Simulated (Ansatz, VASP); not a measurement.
# CsSb6: VASP beside Ansatz

```
CELL_PARAMETERS angstrom
7.38640 0.00000 0.00000
0.00000 7.38640 0.00000
0.00000 0.00000 7.38640
ATOMIC_POSITIONS crystal
Cs 0.00000 0.00000 0.00000
Sb 0.80034 0.50000 0.50000
Sb 0.19966 0.50000 0.50000
Sb 0.50000 0.50000 0.80034
Sb 0.50000 0.50000 0.19966
Sb 0.50000 0.19966 0.50000
Sb 0.50000 0.80034 0.50000
```

Change from the starting cell: species swapped into the LaB6 type (Pm-3m, No. 221).

Alike in both runs: task relaxation of cell and atoms; functional PBE; k mesh 6 × 6 × 6; occupations gaussian, width 0.1 eV; no spin polarisation.

|  | VASP | Ansatz |
| --- | --- | --- |
| version | VASP 6.6.1 | Ansatz 0.2.0 |
| potentials or method | VASP PAW PBE potentials, release 64 (Cs_sv, Sb) | scalar-relativistic, plane waves, PAW |
| plane-wave cutoff (eV) | 600 | 420 |
| valence electrons in the cell | 39 | 99 |

VASP gave:

* gap on the k mesh at the Fermi level, each at its own relaxed structure (eV): none
* relaxed volume (Å³/atom): 57.44
* relaxed cell length with the largest relative difference (Å): 7.381

What did Ansatz give for the same quantities?

gap on the k mesh at the Fermi level, each at its own relaxed structure (eV): none; relaxed volume (Å³/atom): 57.47; relaxed cell length with the largest relative difference (Å): 7.382.

A gap of «none» marks a metal or a gap that the smearing closes. The two sets of potentials don't hold the same shells in valence.

The runs have no spin-orbit coupling, so splittings on Cs, Sb are missing.
